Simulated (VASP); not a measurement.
```yaml
crystal:
  lattice:
    - [0.00000, 2.65613, 2.65613]
    - [2.65613, 0.00000, 2.65613]
    - [2.65613, 2.65613, 0.00000]
  atoms:
    - { symbol: Co, position: [0.00000, 0.00000, 0.00000] }
    - { symbol: Si, position: [0.25000, 0.25000, 0.25000] }
    - { symbol: Si, position: [0.75000, 0.75000, 0.75000] }
```

Computed with PW91 GGA, VASP's PBE PAW potentials (set 64) (plane waves; VASP). Run with 520 eV cut-off, 10×10×10 Γ-centred mesh, first-order Methfessel-Paxton smearing of 0.10 eV, potentials Co Si.

Task: Give the stress tensor in GPa (positive for a compressed cell).

Result: 
```
5.63  0.00  0.00
0.00  5.63  0.00
0.00  0.00  5.63
```
The pressure is its mean diagonal, 5.63 GPa.

The compound is CoSi2 in the fluorite structure. This cell is one point of a volume scan, at 0.97 of the reference volume. The run is not spin-polarised, so no magnetic state was tried. The electron count is odd and the run is not spin-polarised, which forces a metal.
